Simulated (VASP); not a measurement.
Consider the following.

```
MgSb
1.0
    0.00000     2.93571     2.93571
    2.93571     0.00000     2.93571
    2.93571     2.93571     0.00000
Mg Sb
1 1
Direct
  0.00000   0.00000   0.00000
  0.50000   0.50000   0.50000
```

Method: PBEsol GGA, VASP's PBE PAW potentials (set 64) (plane waves; VASP 6.6.1). Run with 400 eV cut-off, Gaussian smearing of 0.050 eV, potentials Mg Sb.

Unless said otherwise, spin-orbit coupling is left out, though it shifts the bands of the heavy elements here.

### Question
Predict the band gap (along the path) with the smallest direct gap where there is one.

### Answer

```yaml
band gap (along the path): none (metal, semimetal or under 0.01 eV)
```

The absolute energy has meaning only against runs of the same code, potentials and settings.

The structure comes from a computed database's MgSb entry (Fm-3m); how it stands against other phases isn't given here. It was relaxed first. The electron count is odd and the run is not spin-polarised, which forces a metal.
